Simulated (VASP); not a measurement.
Output of a VASP run:

File OUTCAR:
```
 ion  position               nearest neighbor table
   1  0.000  0.000  0.000-   3 3.03   4 3.03   5 3.03   3 3.03   4 3.03   4 3.03   5 3.03   4 3.03
                             3 3.03   5 3.03   3 3.03   5 3.03   2 3.72   2 3.72   2 3.72   2 3.72
   2  0.500  0.500  0.500-   3 2.15   4 2.15   5 2.15   5 2.15   3 2.15   4 2.15   1 3.72   1 3.72
                             1 3.72   1 3.72   1 3.72   1 3.72   1 3.72   1 3.72
   3  0.500  0.000  0.500-   2 2.15   2 2.15   1 3.03   1 3.03   1 3.03   1 3.03
   4  0.000  0.500  0.500-   2 2.15   2 2.15   1 3.03   1 3.03   1 3.03   1 3.03
   5  0.500  0.500  0.000-   2 2.15   2 2.15   1 3.03   1 3.03   1 3.03   1 3.03
  LATTYP: Found a simple cubic cell.
 ALAT       =     4.2907883223
 Subroutine PRICEL returns:
 Original cell was already a primitive cell.
 Subroutine GETGRP returns: Found 48 space group operations
The static configuration has the point symmetry O_h .
The dynamic configuration has the point symmetry O_h .
 Subroutine INISYM returns: Found 48 space group operations
 Subroutine IBZKPT returns following result:
 Found     10 irreducible k-points:

 Following reciprocal coordinates:
            Coordinates               Weight
  0.000000  0.000000  0.000000      1.000000
  0.200000  0.000000  0.000000      6.000000
  0.400000  0.000000  0.000000      6.000000
  0.200000  0.200000  0.000000     12.000000
  0.400000  0.200000  0.000000     24.000000
  0.400000  0.400000  0.000000     12.000000
  0.200000  0.200000  0.200000      8.000000
  0.400000  0.200000  0.200000     24.000000
  0.400000  0.400000  0.200000     24.000000
  0.400000  0.400000  0.400000      8.000000
   k-points           NKPTS =     10   k-points in BZ     NKDIM =     10   number of bands    NBANDS=     24
   number of dos      NEDOS =    301   number of ions     NIONS =      5
   total plane-waves  NPLWV =  32768
   dimension x,y,z NGX =    32 NGY =   32 NGZ =   32
   dimension x,y,z NGXF=    64 NGYF=   64 NGZF=   64
   ions per type =               1   1   3
   PREC   = accura    normal or accurate (medium, high low for compatibility)
   ISTART =      0    job   : 0-new  1-cont  2-samecut
   ICHARG =      2    charge: 1-file 2-atom 10-const
   ISPIN  =      1    spin polarized calculation?
   LNONCOLLINEAR =      F non collinear calculations
   LSORBIT =      F    spin-orbit coupling
   INIWAV =      1    electr: 0-lowe 1-rand  2-diag
   ENCUT  =  520.0 eV  38.22 Ry    6.18 a.u.   7.98  7.98  7.98*2*pi/ulx,y,z
   NELM   =    100;   NELMIN=  2; NELMDL= -5     # of ELM steps
   EDIFF  = 0.1E-06   stopping-criterion for ELM
   LREAL  =      F    real-space projection
   NLSPLINE    = F    spline interpolate recip. space projectors
   LMAXMIX     =    4 max onsite mixed and CHGCAR
   VOSKOWN=      0    Vosko Wilk Nusair interpolation
   EDIFFG = 0.1E-05   stopping-criterion for IOM
   NSW    =      0    number of steps for IOM
   NBLOCK =      1;   KBLOCK =      1    inner block; outer block
   IBRION =     -1    ionic relax: 0-MD 1-quasi-New 2-CG
   NFREE  =      0    steps in history (QN), initial steepest desc. (CG)
   ISIF   =      2    stress and relaxation
   ISYM   =      2    0-nonsym 1-usesym 2-fastsym
   TEIN   =    0.0    initial temperature
   TEBEG  =    0.0;   TEEND  =   0.0 temperature during run
   SMASS  =  -3.00    Nose mass-parameter (am)
   PSTRESS=    0.0 pullay stress
   NELECT =      40.0000    total number of electrons
   EFERMI =   0.00;   METHOD = LEGACY
   ISMEAR =     0;   SIGMA  =   0.05  broadening in eV -4-tet -1-fermi 0-gaus
   IALGO  =     38    algorithm
   LDIAG  =      T    sub-space diagonalisation (order eigenvalues)
   IMIX   =      4    mixing-type and parameters
     AMIX     =   0.40;   BMIX     =  1.00
     AMIX_MAG =   1.60;   BMIX_MAG =  1.00
     AMIN     =   0.10
   METAGGA = SCAN    functional components
   VOSKOWN =     0    Vosko Wilk Nusair interpolation
   LHFCALC =     F    Hartree Fock is set to
   LHFONE  =     F    Hartree Fock one center treatment
   AEXX    =    0.0000 exact exchange contribution
   IVDW    =     0    specifies the selected vdW correction
   LEPSILON=     F    determine dielectric tensor
   LRPA    =     F    only Hartree local field effects (RPA)
  energy-cutoff  :      520.00
...
```

**OSZICAR**
```
       N       E                     dE             d eps       ncg     rms          rms(c)
DAV:   1     0.260331526994E+03    0.26033E+03   -0.22599E+04   480   0.166E+03
DAV:   2    -0.107771381355E+03   -0.36810E+03   -0.36233E+03   648   0.394E+02
DAV:   3    -0.129055125640E+03   -0.21284E+02   -0.21264E+02   800   0.937E+01
DAV:   4    -0.129706176892E+03   -0.65105E+00   -0.65088E+00   688   0.124E+01
DAV:   5    -0.129724596560E+03   -0.18420E-01   -0.18419E-01   712   0.145E+00    0.275E+01
DAV:   6    -0.107398151979E+03    0.22326E+02   -0.33519E+01   656   0.411E+01    0.108E+01
DAV:   7    -0.106439258656E+03    0.95889E+00   -0.45518E+00   632   0.196E+01    0.412E+00
DAV:   8    -0.109811978783E+03   -0.33727E+01   -0.24458E+00   656   0.145E+01    0.163E+00
DAV:   9    -0.106256280283E+03    0.35557E+01   -0.15447E+00   512   0.111E+01    0.718E-01
DAV:  10    -0.106854520462E+03   -0.59824E+00   -0.69047E-01   712   0.498E+00    0.590E-01
DAV:  11    -0.106753630872E+03    0.10089E+00   -0.61774E-02   688   0.180E+00    0.443E-01
DAV:  12    -0.106855415678E+03   -0.10178E+00   -0.20439E-02   568   0.129E+00    0.247E-01
DAV:  13    -0.106895846857E+03   -0.40431E-01   -0.25835E-02   656   0.158E+00    0.167E-01
DAV:  14    -0.106876604480E+03    0.19242E-01   -0.35551E-02   488   0.209E+00    0.180E-01
DAV:  15    -0.106884861396E+03   -0.82569E-02   -0.41495E-03   576   0.717E-01    0.920E-02
DAV:  16    -0.106900539821E+03   -0.15678E-01   -0.93483E-03   496   0.107E+00    0.235E-02
DAV:  17    -0.106901088787E+03   -0.54897E-03   -0.88005E-04   712   0.298E-01    0.943E-03
DAV:  18    -0.106901171146E+03   -0.82359E-04   -0.52831E-05   560   0.901E-02    0.154E-02
DAV:  19    -0.106901180739E+03   -0.95928E-05   -0.26482E-05   592   0.609E-02    0.555E-03
DAV:  20    -0.106901181060E+03   -0.32038E-06   -0.29519E-05   592   0.646E-02    0.700E-03
DAV:  21    -0.106901186435E+03   -0.53751E-05   -0.69923E-06   592   0.315E-02    0.333E-03
DAV:  22    -0.106901187107E+03   -0.67207E-06   -0.51732E-07   664   0.794E-03    0.112E-03
DAV:  23    -0.106901187579E+03   -0.47236E-06   -0.23152E-07   400   0.565E-03    0.407E-04
DAV:  24    -0.106901187567E+03    0.12581E-07   -0.44155E-08   400   0.250E-03
   1 F= -.10690119E+03 E0= -.10690119E+03  d E =-.115167E-20
```

**OUTCAR**
```
------------------------ aborting loop because EDIFF is reached ----------------------------------------
  FORCE on cell =-STRESS in cart. coord.  units (eV):
  Direction    XX          YY          ZZ          XY          YZ          ZX
  --------------------------------------------------------------------------------------
  Total       -4.1670622     -4.1670622     -4.1670622      0.0000000     -0.0000000      0.0000000
  in kB      -84.5141239    -84.5141239    -84.5141239      0.0000000     -0.0000000      0.0000000
  external PRESSURE =     -84.5141239 kB  Pullay stress =       0.0000000 kB
  volume of cell :       79.00
      direct lattice vectors                 reciprocal lattice vectors
     4.290788322  0.000000000  0.000000000     0.233057407  0.000000000  0.000000000
     0.000000000  4.290788322  0.000000000     0.000000000  0.233057407  0.000000000
     0.000000000  0.000000000  4.290788322     0.000000000  0.000000000  0.233057407
 POSITION                                       TOTAL-FORCE (eV/Angst)
 -----------------------------------------------------------------------------------
      0.00000      0.00000      0.00000         0.000000      0.000000      0.000000
      2.14539      2.14539      2.14539         0.000000      0.000000      0.000000
      2.14539      0.00000      2.14539         0.000000      0.000000      0.000000
      0.00000      2.14539      2.14539         0.000000      0.000000      0.000000
      2.14539      2.14539      0.00000         0.000000      0.000000      0.000000
 -----------------------------------------------------------------------------------
    total drift:                                0.000000     -0.000000     -0.000000
  FREE ENERGIE OF THE ION-ELECTRON SYSTEM (eV)
  ---------------------------------------------------
  free  energy   TOTEN  =      -106.9011875666 eV

  energy  without entropy=     -106.9011875666  energy(sigma->0) =     -106.90118757
```
(Selected blocks of OUTCAR.)

**POSCAR**
```
BaZrO3
1
    4.2907883223     0.0000000000     0.0000000000
    0.0000000000     4.2907883223     0.0000000000
    0.0000000000     0.0000000000     4.2907883223
Ba Zr O
1 1 3
Direct
  0.0000000000   0.0000000000   0.0000000000
  0.5000000000   0.5000000000   0.5000000000
  0.5000000000   0.0000000000   0.5000000000
  0.0000000000   0.5000000000   0.5000000000
  0.5000000000   0.5000000000   0.0000000000
```

Write an INCAR and KPOINTS that could have produced this output.

One answer among several that fit: the input of the run itself, SCAN meta-GGA, plane waves, VASP's PBE PAW potentials (set 64).

File KPOINTS:
```
Automatic
0
Gamma
 5 5 5
```

INCAR:
```
LCHARG = F
EDIFF = 1E-7
LASPH = T   ! aspherical one-centre terms
SIGMA = 0.05   ! width (eV)
ISMEAR = 0   ! Gaussian
ENCUT = 520
SYSTEM = BaZrO3
LWAVE = F
ALGO = Normal
METAGGA = SCAN
NELM = 100   ! most electronic steps
LREAL = F
ISIF = 2
LMAXMIX = 4   ! l cut-off of mixed one-centre charges
LMIXTAU = T
PREC = Accurate
```

POTCAR, in this order: Ba_sv Zr_sv O (PBE.64 set). Program: vasp_std.

The compound is BaZrO3 in the cubic perovskite structure. This cell is one point of a volume scan, at 1.06 of the reference volume.
